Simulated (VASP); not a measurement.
A convergence study with VASP on FeAl (space group no. 221 when undisturbed): a few settings are varied, all else stays as given below, so the limit is that of these other settings. One atom is moved off its site, so that forces are finite.

```
CELL_PARAMETERS angstrom
      2.91873     0.00000     0.00000
      0.00000     2.91873     0.00000
      0.00000     0.00000     2.91873
ATOMIC_POSITIONS crystal
  Al 0.50000 0.50000 0.51713
  Fe 0.00000 0.00000 0.00000
```

Method: LDA (Ceperley-Alder, Perdew-Zunger), VASP's LDA PAW potentials (set 64) (plane waves; VASP). The last row used: 300 eV cut-off, 17×17×17 Γ-centred mesh, tetrahedra with Blöchl corrections, potentials Al Fe.

```
setting        E (eV/atom)  pressure (GPa)  largest force (eV/Å)  irreducible k-points
-------------  -----------  --------------  --------------------  --------------------
5×5×5 mesh         -7.0544          -17.60                 0.312                    18
6×6×6 mesh         -7.0809          -18.13                 0.304                    40
7×7×7 mesh         -7.0715          -17.96                 0.308                    40
9×9×9 mesh         -7.0738          -18.00                 0.306                    75
11×11×11 mesh      -7.0713          -17.97                 0.307                   126
14×14×14 mesh      -7.0721          -17.98                 0.306                   288
17×17×17 mesh      -7.0724          -17.97                 0.307                   405
```

Left out are rungs that failed or repeat a setting and relaxations that didn't move; long series are thinned to 24 rows.

The structure is a typed FeAl crystal (space group no. 221). The cell was not relaxed at this level, it is distorted from the ideal structure. The run is not spin-polarised, so no magnetic state was tried. The electron count is odd and the run is not spin-polarised, which forces a metal.
